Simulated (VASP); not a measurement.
An input for Ansatz (written as the equivalent of a VASP run, and not itself run):

Ansatz 0.2 input:
```yaml
crystal:
  lattice:
    - [0.0000000, 2.2412949, 2.2412949]
    - [2.2412949, 0.0000000, 2.2412949]
    - [2.2412949, 2.2412949, 0.0000000]
  atoms:
    - { symbol: Hf, position: [0.0000000, 0.0000000, 0.0000000] }
    - { symbol: N, position: [0.5000000, 0.5000000, 0.5000000] }
kpoints:
  mp_grid: { grid: [14, 14, 14] }
hamiltonian:
  xc: pbe
  pseudopotentials: { kind: paw }
scf:
  occupations: { method: methfessel_paxton, width: 0.1 }
  max_iter: 100
relax:
  max_steps: 40
  f_tol: 0.02
  cell: { p_target: 20 }
output: { forces: true, stress: true, eigenvalues: true }
```

Q: Write the VASP files for the same calculation (PBE).

A: This is not unique; one that fits is 
KPOINTS:
```
Regular mesh
0
G
  14 14 14
```

### INCAR
```
# general
SYSTEM =HfN
PREC   =Accurate
ENCUT  =620   # plane-wave cut-off (eV)
LREAL  =.False.   # projection in real space or not
LASPH  =.True.

# electronic loop
EDIFF  =1E-6
NELM   =100   # most electronic steps
ALGO   =Normal
LMAXMIX=6

# smearing
ISMEAR =1
SIGMA  =0.1   # width (eV)

# functional
GGA    =PE   # PBE

# ions
IBRION =2   # conjugate gradients
NSW    =40
ISIF   =3
EDIFFG =-0.02   # ionic stop
PSTRESS=200   # kbar

# output
LWAVE  =.False.
LCHARG =.False.
```

### POSCAR
```
HfN
1.0
  0.0000000000   2.2412949055   2.2412949055
  2.2412949055   0.0000000000   2.2412949055
  2.2412949055   2.2412949055   0.0000000000
Hf N
1 1
Cartesian
  0.0000000000   0.0000000000   0.0000000000
  2.2412949055   2.2412949055   2.2412949055
```

POTCAR, in this order: Hf_pv N (PBE.64 set). Program: vasp_std.

Limits of the translation: each code has its own PAW files, so the cut-off isn't converted (ENCUT is set for VASP's; basis.ecutwfc is left out, and Ansatz then takes the one that its files recommend); Ansatz stops its SCF on the density residual and VASP on the energy change (EDIFF).

The compound is HfN in the rock salt structure. This run relaxes it under an external pressure of 20 GPa. Symmetry was kept, so distortions that lower it aren't found.
